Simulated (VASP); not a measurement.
Computed with PBE GGA with D3 dispersion (zero damping), VASP's PBE PAW potentials (set 64) (plane waves; VASP 6.6.1).

The input files of a VASP run:

INCAR:
```
! general
SYSTEM   =  Cs
PREC     =  Accurate
ENCUT    =  520
LREAL    =  .False.
LASPH    =  .True.

! electronic loop
EDIFF    =  1E-7
NELM     =  100
ALGO     =  Normal
LMAXMIX  =  4

! smearing
ISMEAR   =  1
SIGMA    =  0.1

! functional
GGA      =  PE
IVDW     =  11

! ions
ISIF     =  2

! output
LWAVE    =  .False.
LCHARG   =  .False.
```

**KPOINTS**
```
Automatic mesh
0
Gamma
9 9 9
0 0 0
```

**POSCAR**
```
Cs
5.2827550
 -0.5773502652   0.5773502652   0.5773502652
  0.5773502652  -0.5773502652   0.5773502652
  0.5773502652   0.5773502652  -0.5773502652
Cs
1
Cart
  0.0000000000   0.0000000000   0.0000000000
```

POTCAR, in this order: Cs_sv (PBE.64 set). Program: vasp_std.

Unless said otherwise, spin-orbit coupling is left out, though it shifts the bands of the heavy elements here.

What does the run give for the energy per atom (σ→0), dispersion energy, band gap (on the k-mesh)?

```yaml
energy per atom (σ→0): -0.963 eV/atom
dispersion_energy: -112 meV
band gap (on the k-mesh): none (metal, semimetal or under 0.01 eV)
```

**OSZICAR**
```
...
DAV:   6    -0.850879095893E+00   -0.43397E-03   -0.15153E-03  1000   0.227E-01    0.904E-02
DAV:   7    -0.851786033726E+00   -0.90694E-03   -0.37064E-03   680   0.369E-01    0.374E-02
DAV:   8    -0.851891127864E+00   -0.10509E-03   -0.13942E-04   872   0.928E-02    0.431E-03
DAV:   9    -0.851892867140E+00   -0.17393E-05   -0.33958E-06   896   0.114E-02    0.285E-03
DAV:  10    -0.851892238110E+00    0.62903E-06   -0.86381E-07   840   0.563E-03    0.450E-04
DAV:  11    -0.851892361348E+00   -0.12324E-06   -0.20684E-08   696   0.105E-03    0.165E-04
DAV:  12    -0.851892421697E+00   -0.60349E-07   -0.74239E-09   576   0.482E-04
   1 F= -.96371516E+00 E0= -.96335445E+00  d E =-.108213E-02
```

The compound is Cs in the bcc structure. The cell was not relaxed at this level.
